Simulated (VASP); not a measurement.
Output of a VASP run:

### OSZICAR
```
       N       E                     dE             d eps       ncg     rms          rms(c)
DAV:   1     0.127133464760E+03    0.12713E+03   -0.11742E+04  2544   0.194E+03
DAV:   2    -0.106131176073E+01   -0.12819E+03   -0.12402E+03  2688   0.348E+02
DAV:   3    -0.515187547154E+01   -0.40906E+01   -0.40785E+01  3038   0.705E+01
DAV:   4    -0.517708379561E+01   -0.25208E-01   -0.25207E-01  2926   0.493E+00
DAV:   5    -0.517740102200E+01   -0.31723E-03   -0.31722E-03  3087   0.553E-01    0.737E+00
DAV:   6    -0.477892163002E+01    0.39848E+00   -0.14497E+00  2625   0.144E+01    0.483E+00
DAV:   7    -0.475640686223E+01    0.22515E-01   -0.31425E-02  3366   0.375E+00    0.264E+00
DAV:   8    -0.474848490587E+01    0.79220E-02   -0.10335E-02  3019   0.123E+00    0.149E-01
DAV:   9    -0.474852231423E+01   -0.37408E-04   -0.40893E-04  2829   0.232E-01    0.787E-02
DAV:  10    -0.474853417351E+01   -0.11859E-04   -0.48788E-05  3136   0.120E-01    0.166E-02
DAV:  11    -0.474853423330E+01   -0.59794E-07   -0.12522E-05  2933   0.836E-02    0.405E-03
DAV:  12    -0.474853417819E+01    0.55109E-07   -0.27751E-07  2619   0.107E-02
   1 F= -.57374734E+01 E0= -.57371906E+01  d E =-.848542E-03
```

### OUTCAR
```
------------------------ aborting loop because EDIFF is reached ----------------------------------------
  Edisp (eV):   -0.98894
  FORCE on cell =-STRESS in cart. coord.  units (eV):
  Direction    XX          YY          ZZ          XY          YZ          ZX
  --------------------------------------------------------------------------------------
  Total      -1.36820    -1.36820    -1.36820     0.00000    -0.00000     0.00000
  in kB     -66.50405   -66.50405   -66.50405     0.00000    -0.00000     0.00000
  external pressure =      -66.50 kB  Pullay stress =        0.00 kB
  volume of cell :       32.96
      direct lattice vectors                 reciprocal lattice vectors
     3.206297550  0.000000000  0.000000000     0.311886213  0.000000000  0.000000000
     0.000000000  3.206297550  0.000000000     0.000000000  0.311886213  0.000000000
     0.000000000  0.000000000  3.206297550     0.000000000  0.000000000  0.311886213
 POSITION                                       TOTAL-FORCE (eV/Angst)
 -----------------------------------------------------------------------------------
      1.60315      1.60315      1.60315         0.000000      0.000000      0.000000
      0.00000      0.00000      0.00000         0.000000      0.000000      0.000000
 -----------------------------------------------------------------------------------
    total drift:                                0.000000      0.000000     -0.000000
  FREE ENERGIE OF THE ION-ELECTRON SYSTEM (eV)
  ---------------------------------------------------
  free  energy   TOTEN  =        -5.7374733976 eV

  energy  without entropy=       -5.7366248561  energy(sigma->0) =       -5.73719055
```
(Selected blocks of OUTCAR.)

POSCAR:
```
AuZn
1
    3.2062975499     0.0000000000     0.0000000000
    0.0000000000     3.2062975499     0.0000000000
    0.0000000000     0.0000000000     3.2062975499
Zn Au
1 1
Direct
  0.5000000000   0.5000000000   0.5000000000
  0.0000000000   0.0000000000   0.0000000000
```

Q: Write an INCAR and KPOINTS that could have produced this output.

A: One answer among several that fit: the input of the run itself, PBE GGA with D4 dispersion, plane waves, VASP's PBE PAW potentials (set 64).

**INCAR**
```
! general
SYSTEM  = AuZn
PREC    = Accurate
ENCUT   = 520
LREAL   = .FALSE.
LASPH   = .TRUE.

! electronic loop
EDIFF   = 1E-7
NELM    = 100
ALGO    = Normal
LMAXMIX = 6   ! l cut-off of mixed one-centre charges

! smearing
ISMEAR  = 1   ! Methfessel-Paxton
SIGMA   = 0.1

! functional
GGA     = PE   ! PBE
IVDW    = 13   ! D4

! ions
ISIF    = 2

! output
LWAVE   = .FALSE.
LCHARG  = .FALSE.
```

File KPOINTS:
```
Automatic mesh
0
gamma
 12 12 12
0 0 0
```

POTCAR, in this order: Zn Au (PBE.64 set). Program: vasp_std.

The compound is AuZn in the CsCl type structure. This cell is one point of a volume scan, at 1.06 of the reference volume. The electron count is odd and the run is not spin-polarised, which forces a metal.
